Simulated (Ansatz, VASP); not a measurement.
TaF4: VASP beside Ansatz

```
Ta F
1.0
     0.00000    3.03209    3.03209
     3.03209    0.00000    3.03209
     3.03209    3.03209    0.00000
Ta F
1 4
Direct
  0.50000 0.50000 0.50000
  0.37511 0.87496 0.87496
  0.87496 0.37511 0.87496
  0.87496 0.87496 0.37511
  0.87496 0.87496 0.87496
```

Alike in both runs: functional PBE; k mesh 10 × 10 × 10; occupations gaussian, width 0.1 eV; no spin polarisation.

Ansatz relaxed the structure, and its values are those at the end. VASP's run is a single point on that final structure, the one shown.

```csv
,VASP,Ansatz
version,VASP 6.6.1,Ansatz 0.2.0
potentials or method,"VASP PAW PBE potentials, release 64 (Ta_pv, F)","scalar-relativistic, plane waves, PAW"
plane-wave cutoff (eV),520,420
valence electrons in the cell,39,41
```

VASP gave:

- gap on the k mesh at the Fermi level (eV): none
- pressure (GPa): -0.3
- rms of the force components (eV/Å): 0.008

Estimate Ansatz's values.

gap on the k mesh at the Fermi level (eV): none; pressure (GPa): 0.0; rms of the force components (eV/Å): 0.006.

A gap of «none» marks a metal or a gap that the smearing closes. The two sets of potentials don't hold the same shells in valence.

Caveats: an odd number of electrons without spin polarisation forces a metal; a magnetic or distorted state may lie lower. The runs have no spin-orbit coupling, so splittings on Ta are missing.
